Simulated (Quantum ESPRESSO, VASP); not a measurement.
An input for Quantum ESPRESSO (PBE, SSSP 1.1.2 efficiency (PBE) pseudopotentials):

```
&control
    calculation = 'scf'
    prefix = 'scf'
    outdir = './tmp/'
    pseudo_dir = './'
    tprnfor = .true.
    tstress = .true.
/
&system
    ibrav = 0
    nat = 1
    ntyp = 1
    ecutwfc = 40
    ecutrho = 320
    occupations = 'smearing'
    smearing = 'gauss'
    degauss = 0.0099958
/
&electrons
    conv_thr = 1e-10
    mixing_beta = 0.4
/
ATOMIC_SPECIES
Pt   195.0840  pt_pbe_v1.4.uspp.F.UPF
CELL_PARAMETERS angstrom
   0.000000000     1.960000000     1.960000000
   1.960000000     0.000000000     1.960000000
   1.960000000     1.960000000     0.000000000
ATOMIC_POSITIONS crystal
Pt    0.000000000    0.000000000    0.000000000
K_POINTS automatic
3 3 3  0 0 0
```

**Question.** Translate it to VASP.

**Answer.** One set of files that does it:

### KPOINTS
```
Regular mesh
0
gamma
 3 3 3
```

**POSCAR**
```
Pt
1
    0.0000000000     1.9600000000     1.9600000000
    1.9600000000     0.0000000000     1.9600000000
    1.9600000000     1.9600000000     0.0000000000
Pt
1
Direct
  0.0000000000   0.0000000000   0.0000000000
```

INCAR:
```
SYSTEM  =  Pt
PREC  =  Accurate; ENCUT  =  300; LREAL  =  .FALSE.
LASPH  =  .TRUE.
EDIFF  =  1E-6; NELM  =  100; ALGO  =  Normal
LMAXMIX  =  6
ISMEAR  =  0; SIGMA  =  0.136
GGA  =  PE
ISIF  =  2
LWAVE  =  .FALSE.; LCHARG  =  .FALSE.
```

POTCAR, in this order: Pt (PBE.64 set). Program: vasp_std.

Both inputs were run and reached self-consistency, which says nothing on mesh or cut-off. Potentials, basis and cut-offs are each code's own, so they don't translate, and total energies aren't comparable.

The structure is a typed Pt crystal (Fm-3m). The cell was not relaxed at this level, and it may have been scaled.
